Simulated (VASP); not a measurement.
Equation of state of AlFe3B under PBE

```
Fe Al B
1.0
     3.82232    0.00000    0.00000
     0.00000    3.82232    0.00000
     0.00000    0.00000    3.82232
Fe Al B
3 1 1
Direct
  0.00000 0.00000 0.50000
  0.00000 0.50000 0.00000
  0.50000 0.00000 0.00000
  0.50000 0.50000 0.50000
  0.00000 0.00000 0.00000
```

The cell comes from a database or a generator and needn't be the stable form of this composition.

The cell was scaled at fixed shape and fractions and run with VASP, PBE PAW files Al, B, Fe, 520 eV; PBE, k mesh 7 × 7 × 7 on the cell of 5 atoms, fermi-dirac occupations of 0.05 eV, collinear spin, ferromagnetic start, no spin-orbit coupling. Energies are those that the program minimises, any entropy of the smearing included. For a metal such a mesh isn't converged to the digits shown. The magnetic state is the one that the start led to, which needn't be the lowest.

| V (Å³/atom) | energy over the lowest row (meV/atom) |
| --- | --- |
| 10.4988 | 23.235 |
| 10.7222 | 9.164 |
| 10.9456 | 1.623 |
| 11.1689 | 0.000 |
| 11.3923 | 3.673 |
| 11.6157 | ? |
| 11.8391 | 24.575 |

Q: Fit the third-order Birch-Murnaghan form, give V0, B0 and B′, and predict the energy left open.

A: With y = (V0/V)^(2/3), E = E0 + (9 V0 B0/16) [(y - 1)³ B′ + (y - 1)² (6 - 4y)]. Least squares through the rows shown give V0 = 11.1224 Å³/atom, E0 = -0.102 meV, B0 = 192.2 GPa (1 eV/Å³ = 160.218 GPa) and B′ = 4.56, with a largest miss of 0.022 meV. At V = 11.6157 the form with these constants gives 12.007 meV; the run gave 12.063 meV an atom.

The fit describes a fairly stiff metal with an ordinary pressure derivative: B0 is 192.2 GPa and B′ is 4.56. Boron sits at the centre of an Fe octahedron, and the atomic positions are fixed by the cubic symmetry, so compression must shorten every Fe–B contact directly. The resistance probably comes from covalent Fe 3d–B 2p bonding together with Fe d-band cohesion, while the rising overlap repulsion makes the curve steeper on compression than on expansion.

The omitted energy is predicted closely, at 12.007 against 12.063 meV. This miss is larger than any in the fitted rows but tiny on the scale of the curve, and it tests interpolation only. The smooth curve gives no sign of an abrupt magnetic collapse in this range, though a gradual change of the Fe moments with volume could be absorbed into B0 and B′. Because only uniform scaling was sampled, a well-defined minimum here doesn't establish stability against shear or against displacements of the atoms.
